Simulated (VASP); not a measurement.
Wanted: the native input for a VASP 6.6.1 run.

- Task: relaxation of cell and atoms
- Functional: PBE
- Potentials or basis: VASP PAW PBE potentials, release 64 (Be, Cd, O)
- Cutoff: 520 eV
- k mesh: 5 × 5 × 5
- Occupations: gaussian, width 0.15 eV
- Spin: no spin polarisation
- Further INCAR settings: PREC = Normal; ALGO = Fast; EDIFF = 0.0001; IBRION = 2; EDIFFG = -0.08; NSW = 24; ISIF = 3

The structure of BeCdO2 lies in POSCAR:

```
BeCdO2
1.0
   -2.0356425700      2.0356425700      3.4902585900
    2.0356425700     -2.0356425700      3.4902585900
    2.0356425700      2.0356425700     -3.4902585900
Be Cd O
1 1 2
Direct
    0.5000000000      0.5000000000      0.0000000000
    0.0000000000      0.0000000000      0.0000000000
    0.3117520700      0.3117520700      0.0000000000
    0.6882479300      0.6882479300      0.0000000000
```

The cell was built by a generator and needn't be a form met in nature.

These files were run (other wordings do the same):

INCAR

```
SYSTEM = BeCdO2
PREC = Normal
ENCUT = 520
EDIFF = 1E-4
ISMEAR = 0
SIGMA = 0.15
LREAL = .FALSE.
LASPH = .TRUE.
NELM = 60
ALGO = Fast
ISIF = 3
LWAVE = .FALSE.
LCHARG = .FALSE.
GGA = PE
IBRION = 2
NSW = 24
EDIFFG = -0.08
KPAR = 4
```

KPOINTS

```
regular mesh
0
G
  5 5 5
  0 0 0
```

Potentials or basis: VASP PAW PBE potentials, release 64 (Be, Cd, O).

Run with:

```console
$ cat potpaw_PBE.64/Be/POTCAR potpaw_PBE.64/Cd/POTCAR potpaw_PBE.64/O/POTCAR > POTCAR
$ mpirun -np 4 vasp_std > vasp.out
```

Results of the run:

| Property | Result |
| --- | --- |
| Relaxed volume | 18.15 Å³/atom |
| Relaxed cell | a = 4.703 Å, b = 4.703 Å, c = 4.703 Å, α = 120.85°, β = 120.85°, γ = 88.53° |
| Space group after relaxing (to 0.05 Å) | I4/mmm (No. 139) |
| Energy gained by relaxing | 218.1 meV/atom |
| Ionic steps | 15 |
| Pressure after relaxing | 0.0 GPa |
| Largest force after relaxing | 0.061 eV/Å |
| Band gap on the k mesh | 1.51 eV, indirect (least direct gap 2.15 eV) |

Caveat: the k mesh is coarse (spacing up to 0.44 Å⁻¹), so the values aren't converged; the volume moved by over 15 % at a fixed basis, so the end points are rough; an odd mesh through Γ misses points on the zone boundary, where band edges often lie; the relaxation stopped at a loose force limit of 0.08 eV/Å, so its end isn't a converged minimum.

It took 56 s on 4 MPI ranks on Intel(R) Xeon(R) Platinum 8488C (Sapphire Rapids), with other jobs on the host, peak memory 0.16 GiB a rank.
